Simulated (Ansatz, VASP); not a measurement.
# Cross-check of BAs between VASP and Ansatz

One calculation is typed for both programs; each brings its own data sets. How far apart do they land? The structure shown comes from an earlier Ansatz run, which isn't shown and may have moved the atoms alone.

Main program and level: Ansatz 0.2.0; plane waves, with VASP 6.6.1 beside it; elastic constants at PBE.

### 1. The structure

The structure is cubic, space group F-43m (No. 216). Conventional cell: a = 4.809 Å, b = 4.809 Å, c = 4.809 Å, α = 90.00°, β = 90.00°, γ = 90.00°. Nearest to B lie 4 As at 2.08 Å. Nearest to As lie 4 B at 2.08 Å. Farther neighbours are not listed.

Structure file:

```cif
data_structure
_symmetry_space_group_name_H-M 'F-43m'
_symmetry_Int_Tables_number 216
_cell_length_a 4.8093
_cell_length_b 4.8093
_cell_length_c 4.8093
_cell_angle_alpha 90.000
_cell_angle_beta 90.000
_cell_angle_gamma 90.000
_cell_volume 111.24
loop_
_atom_site_label
_atom_site_type_symbol
_atom_site_symmetry_multiplicity
_atom_site_Wyckoff_symbol
_atom_site_fract_x
_atom_site_fract_y
_atom_site_fract_z
_atom_site_occupancy
B1 B 4 a 0.00000 0.00000 0.00000 1
As1 As 4 d 0.25000 0.25000 0.75000 1
```

### 2. Ansatz: elastic constants, PBE

Ansatz runs on its PAW soft_1 files.

Elastic constants are differences of stresses under small strains, so they test the stress and the mesh.

input.yaml

```yaml
crystal:
  lattice:
    - [0.0, 2.4046570196, 2.4046570196]
    - [2.4046570196, 0.0, 2.4046570196]
    - [2.4046570196, 2.4046570196, 0.0]
  atoms:
    - { symbol: B, position: [0.0, 0.0, 0.0] }
    - { symbol: As, position: [0.25, 0.25, 0.25] }
kpoints:
  mp_grid: { grid: [10, 10, 10] }
hamiltonian:
  xc: pbe
  pseudopotentials: { kind: paw, azcp: { folder: soft_1 } }
scf:
  occupations: { method: fixed }
output:
  forces: true
  stress: true
  eigenvalues: true
elastic:
  mode: relaxed_ion
  stencil: two_point
basis:
  ecutwfc: 320
```

The run is started by

```console
$ ansatz run input.yaml --threads 8 --pin off --max-ram 15360MiB --backend cpu --events-out ev --progress --plain --runs-dir out
```

Numbers of over 12 decimals in the logs are rounded to 6 here.

What it wrote:

```text
Warning: basis.ecutwfc = 320 eV is below the records' recommended 420 eV, and the density's cutoff is lower with it unless basis.ecutrho_ratio is high enough to keep the records' density cutoff: compare with a run at a higher cutoff
Engine: ansatz 0.2.0, aarch64-unknown-linux-gnu
Pseudopotentials: kind: paw
Pseudopotential: B, paw, valence charge 3, recommended cutoff 420 eV (normal), soft_1/B.paw.azcp
Pseudopotential: As, paw, valence charge 15, recommended cutoff 420 eV (normal), soft_1/As.paw.azcp
Functional definition: PBE
  parameter kappa = 0.804
  parameter beta = 0.066725
  exchange = pbe_x(kappa = kappa, mu = beta*pi^2/3)
  correlation = pbe_c(beta = beta)
Crystal: 2 atoms, lattice volume = 27.809 Å³
Basis set: ecut = 320 eV, 339 PW (Γ), exchange–correlation on 40×40×40 points (8 copies of the dense FFT grid, shifted against one another)
Bands: 13, of which v1, the nominal top of the filled ones, is band 9 counted from 1 (8 counted from 0)
Symmetry: 24 space group operations
Space group: F-43m (ITA 216), of the structure as read, at distance tolerance 3.0e-5 Å
k-points: 47 of 1000 (time reversal used)
Non-local potential: B, projectors of the file, l = 0: 2, l = 1: 2, l = 2: 1
Non-local potential: As, projectors of the file, l = 0: 2, l = 1: 2, l = 2: 3, l = 3: 1
PAW form: soft (Blöchl's): semilocal exchange-correlation on the pseudo side does not see the compensation charge
PAW one-centre angular grid: B, 110 points (default); XC on 64 Gauss nodes
PAW one-centre angular grid: As, 590 points (default); XC on 64 Gauss nodes
Initial density: superposition of atomic densities (chi_scale 0.1, normalization cell, long waves kept (reshape's long-wave potential 0.00 eV rms))
Initial wavefunctions: pseudopotential atomic-orbital guess
Functional: x = pbe(κ = 0.804, μ = 0.219515), c = pbe(β = 0.066725)
SCF iter   1: F=—  HF=-5012.654666 eV  |F-HF|=—  |Δ(HF+E_count)|=         —  Δρ=7.53e-2  dr2=2.05e0  ethr=3.10e-3  ⟨swp⟩=4.8  Hψ=3108  notcnv=0  defer=59
preconditioner: auto → none  [insulator: Δε(μ)=1.721 eV  Ē_g=12.277 eV  n_scr=8 (ndim 8)  ℏωp=19.9 eV  f_vac=0.000  ε∞_Penn≈3.6]
SCF iter   2: F=—  HF=-5012.090861 eV  |F-HF|=—  |Δ(HF+E_count)|=   5.64e-1  Δρ=2.54e-2  dr2=1.59e-1  ethr=3.10e-3  ⟨swp⟩=2.3  Hψ=1301  notcnv=0  defer=46
SCF iter   3: F=—  HF=-5012.059191 eV  |F-HF|=—  |Δ(HF+E_count)|=   3.17e-2  Δρ=1.11e-2  dr2=2.33e-2  ethr=8.83e-4  ⟨swp⟩=2.4  Hψ=975  notcnv=0  defer=87
SCF iter   4: F=—  HF=-5012.058874 eV  |F-HF|=—  |Δ(HF+E_count)|=   3.17e-4  Δρ=4.35e-3  dr2=4.09e-3  ethr=1.29e-4  ⟨swp⟩=2.8  Hψ=987  notcnv=0  defer=87
SCF iter   5: F=—  HF=-5012.058330 eV  |F-HF|=—  |Δ(HF+E_count)|=   5.44e-4  Δρ=8.96e-4  dr2=1.62e-4  ethr=2.27e-5  ⟨swp⟩=2.9  Hψ=1134  notcnv=0  defer=87
SCF iter   6: F=—  HF=-5012.058353 eV  |F-HF|=—  |Δ(HF+E_count)|=   2.35e-5  Δρ=1.06e-4  dr2=2.22e-6  ethr=9.01e-7  ⟨swp⟩=2.9  Hψ=1083  notcnv=0  defer=36
SCF iter   7: F=—  HF=-5012.058343 eV  |F-HF|=—  |Δ(HF+E_count)|=   1.01e-5  Δρ=7.46e-6  dr2=1.04e-8  ethr=1.24e-8  ⟨swp⟩=2.0  Hψ=799  notcnv=0
SCF iter   8: F=—  HF=-5012.058343 eV  |F-HF|=—  |Δ(HF+E_count)|=   2.02e-8  Δρ=5.12e-7  dr2=5.30e-11  ethr=5.80e-11  ⟨swp⟩=2.1  Hψ=996  notcnv=0
SCF iter   9: F=-5012.058343 eV  HF=-5012.058343 eV  |F-HF|=0.00e0  |Δ(HF+E_count)|=  1.24e-10  Δρ=1.66e-8  dr2=5.78e-14  ethr=1.00e-12  ⟨swp⟩=5.5  Hψ=3685  notcnv=0
SCF 1 converged in 9 iterations: F = -5012.058343 eV  dr2 = 5.78e-14
  greatest PAW one-centre occupation: 0.999 electrons in one spin orbital (limit 2), on the As atom at site 1 (counted from 0), in its partial waves of l = 2
Crystal: 2 atoms, lattice volume = 27.754 Å³
Symmetry: 8 space group operations
k-points: 102 of 1000 (time reversal used)
Initial density: handed on by an earlier stage of this run
Initial wavefunctions: those handed on with the density
iter 1 solved again at ethr=2.16e-7 eV; its pass at ethr=3.10e-3 eV (dr2=3.89e-5 eV) is discarded
[...]
preconditioner: auto → none  [insulator: Δε(μ)=1.174 eV  Ē_g=12.270 eV  n_scr=8 (ndim 8)  ℏωp=19.9 eV  f_vac=0.002  ε∞_Penn≈3.6]
[...]
SCF 7 converged in 6 iterations: F = -5012.058140 eV  dr2 = 9.56e-14
[...]
SCF 8 converged in 9 iterations: F = -5012.058135 eV  dr2 = 6.99e-15
relax step   1: F+E_penalty+E_count = -5012.05813489 eV  Δ(F+E_penalty+E_count) = +0.000e0 eV  max|allowed force component| = 1.292e-2 eV/Å  Δτ_max = 0.0000 Å  (9 SCF iters, accepted)
[...]
preconditioner: auto → none  [insulator: Δε(μ)=1.196 eV  Ē_g=12.255 eV  n_scr=8 (ndim 8)  ℏωp=19.9 eV  f_vac=0.002  ε∞_Penn≈3.6]
[...]
SCF iter   6: F=—  HF=-5012.058140 eV  |F-HF|=—  |Δ(HF+E_count)|=  2.73e-12  Δρ=4.14e-8  dr2=1.95e-13  ethr=4.06e-14 (applied; sched 1.00e-12)  ⟨swp⟩=3.0  Hψ=3794  notcnv=0
SCF iter   7: F=-5012.058140 eV  HF=-5012.058140 eV  |F-HF|=9.09e-13  |Δ(HF+E_count)|=    0.00e0  Δρ=7.87e-9  dr2=8.13e-15  ethr=1.00e-12  ⟨swp⟩=4.0  Hψ=7492  notcnv=0
SCF 9 converged in 7 iterations: F = -5012.058140 eV  dr2 = 8.13e-15
relax step   2: F+E_penalty+E_count = -5012.05814013 eV  Δ(F+E_penalty+E_count) = -5.237e-6 eV  max|allowed force component| = 2.569e-7 eV/Å  Δτ_max = 0.0004 Å  (7 SCF iters, accepted)
iter 1 solved again at ethr=1.00e-12 eV; its pass at ethr=3.10e-3 eV (dr2=1.58e-11 eV) is discarded
SCF iter   1: F=—  HF=-5012.058152 eV  |F-HF|=—  |Δ(HF+E_count)|=         —  Δρ=3.95e-7  dr2=1.77e-11  ethr=1.00e-12  ⟨swp⟩=1.1  Hψ=11308  notcnv=0
SCF iter   2: F=—  HF=-5012.058140 eV  |F-HF|=—  |Δ(HF+E_count)|=   1.16e-5  Δρ=2.32e-7  dr2=1.05e-11  ethr=9.84e-14 (applied; sched 1.00e-12)  ⟨swp⟩=3.0  Hψ=4366  notcnv=0
SCF iter   3: F=—  HF=-5012.058140 eV  |F-HF|=—  |Δ(HF+E_count)|=  9.09e-13  Δρ=1.38e-7  dr2=2.46e-12  ethr=5.81e-14 (applied; sched 1.00e-12)  ⟨swp⟩=1.1  Hψ=2259  notcnv=0
SCF iter   4: F=—  HF=-5012.058140 eV  |F-HF|=—  |Δ(HF+E_count)|=  1.82e-12  Δρ=9.76e-8  dr2=1.13e-12  ethr=1.37e-14 (applied; sched 1.00e-12)  ⟨swp⟩=1.0  Hψ=2223  notcnv=0
SCF iter   5: F=—  HF=-5012.058140 eV  |F-HF|=—  |Δ(HF+E_count)|=  1.82e-12  Δρ=5.66e-8  dr2=3.47e-13  ethr=6.28e-15 (applied; sched 1.00e-12)  ⟨swp⟩=1.0  Hψ=2223  notcnv=0
SCF iter   6: F=—  HF=-5012.058140 eV  |F-HF|=—  |Δ(HF+E_count)|=  9.09e-13  Δρ=3.94e-8  dr2=1.77e-13  ethr=1.93e-15 (applied; sched 1.00e-12)  ⟨swp⟩=1.0  Hψ=2223  notcnv=0
SCF iter   7: F=-5012.058140 eV  HF=-5012.058140 eV  |F-HF|=0.00e0  |Δ(HF+E_count)|=  2.73e-12  Δρ=2.28e-8  dr2=5.85e-14  ethr=1.00e-12  ⟨swp⟩=3.3  Hψ=6062  notcnv=0
SCF 10 converged in 7 iterations: F = -5012.058140 eV  dr2 = 5.85e-14
SCF converged after 9 iterations
Free energy (F): -5012.058343 eV
Harris-Foulkes:  -5012.058343 eV  (|F-HF|=0.00e0)
Internal energy: -5012.058343 eV  (E = F + TS)
E sigma→0 (E₀):  -5012.058343 eV
Fermi energy:    10.397040 eV
--- Per-component energies (eV) ---
  E_band       = -223.152620
  E_kinetic    = 145.982941
  E_local      = -1972.665213  (includes V_loc(G=0)·N_el)
  E_nonlocal   = -383.592521
  E_hartree    = 1108.434373
  E_xc         = -103.052855
  E_vxc        = -112.251999  (∫ρ·V_xc dr)
  E_paw        = -2092.985829  (= ΣΔE_a)
  E_vpaw       = -117.494748  (= ΣTr[D̂ρ^β])
  E_aug_tail   = 0.000182  (compensation charges beyond the density's cutoff)
  E_ewald      = -1714.179422
  E_smearing   = -0.000000  (= −TS)
  E_closure    = 0.000000  (closes the sum)
  Σ components = -5012.058343   (vs F -5012.058343, Δ=0.00e0)
--- Forces (eV/Å), atoms counted from 1 ---
  atom   1  B      0.00000000    -0.00000000     0.00000000
  atom   2  As     0.00000000    -0.00000000    -0.00000000
  max |Σ_I F_I| component: 5.30e-16 eV/Å
--- Stress (GPa, compression-positive) ---
        0.039985      -0.000000      -0.000000
        0.000000       0.039985       0.000000
        0.000000       0.000000       0.039985
  P = ⅓ Tr σ = 0.0400 GPa (0.400 kbar)
--- Band table (eV; the first three rows and the last of 47) ---
  k-point 0: bands = [... 5 lower, -4.8307, 10.3970, 10.3970, 10.3970, 13.6513, 13.6513, 13.6513, 14.7982]
  k-point 1: bands = [... 5 lower, -4.6695, 9.0123, 10.1023, 10.1023, 13.7497, 14.0398, 14.0398, 15.7277]
  k-point 2: bands = [... 5 lower, -4.1951, 6.6771, 9.5371, 9.5371, 13.4978, 14.7472, 14.7472, 17.4011]
  k-point 46: bands = [... 5 lower, -0.6225, 2.3719, 5.1562, 5.4084, 14.9172, 15.1964, 18.1013, 18.2392]
--- Elastic constants: 2 strain directions × 2 members + reference (group order 24) ---
  dense FFT box of the reference and of every strained cell: 20×20×20
  strains applied: 11, 23; error gains: componentwise 1.00 (the most a stress slope's error grows in a printed constant), spectral 1.73 (1 for all six strains in a standard setting)
  C = ∂σ_k/∂η_j (tension-positive GPa; Voigt order 11 22 33 23 13 12):
       264.637     62.280     62.280     -0.000     -0.000     -0.000
        62.280    264.637     62.280     -0.000      0.000      0.000
        62.280     62.280    264.637     -0.000      0.000      0.000
        -0.000      0.000      0.000    143.713     -0.000      0.000
         0.000      0.000     -0.000      0.000    143.713     -0.000
        -0.000      0.000     -0.000      0.000     -0.000    143.713
  reference stress σ⁰ (GPa):     -0.040     -0.040     -0.040     -0.000      0.000      0.000
  C* (energy form; C + prestress term) asymmetry max|C*_kj − C*_jk| = 1.421e-14 GPa — a small one proves nothing (zero by symmetry where the batch's group is 432, −43m or m−3m); a large one is finite-difference/SCF noise where every solve meets its electron count
  moduli (Voigt/Reuss/Hill, GPa): K = 129.73/129.73/129.73   G = 126.70/123.03/124.86   E = 283.60   ν = 0.136
  mechanically stable: yes (min eigenvalue of sym C = 143.71 GPa)
  strain η (Voigt 11):  stress-route row diagonal C_11 = 264.64 GPa, energy-path curvature d²(F+E_count+ΔE)/dδ²/Ω₀ = 278.58 GPa
         δ    σ_11 (GPa)             F (eV)   n_scf  n_hpsi   n_pw
    -2.000e-3      -0.5689       -5012.0582229       7   24619    370   relax 0 steps, max|allowed force component| 4.86e-17 eV/Å
     2.000e-3       0.4897       -5012.0582247       6   20721    372   relax 0 steps, max|allowed force component| 4.86e-17 eV/Å
  strain η (Voigt 23):  stress-route row diagonal C_44 = 143.71 GPa, energy-path curvature d²(F+E_count+ΔE)/dδ²/Ω₀ = 153.85 GPa
         δ    σ_23 (GPa)             F (eV)   n_scf  n_hpsi   n_pw
    -2.000e-3      -0.2874       -5012.0581401       6   29768    372   relax 3 steps, max|allowed force component| 1.23e-7 eV/Å
     2.000e-3       0.2874       -5012.0581401       7   32045    372   relax 2 steps, max|allowed force component| 2.57e-7 eV/Å
```

The column dr2 measures how far the density is from self-consistency, as an energy; F and HF (Harris–Foulkes) agree once it is small.

[end of part 1 of 2]

[Lines on the potential files, build, host, timing and source positions are cut from VASP's logs without a mark.]

[Logs are printed without paths, hosts, clocks, repeated set-up lines and the standing remarks that a program may print on its own settings, such as how far it seeks lower states.]

[Hosts, paths, dates, database ids (printed as entryN), source tags and the programs' standing remarks are cut or masked in the printed files.]
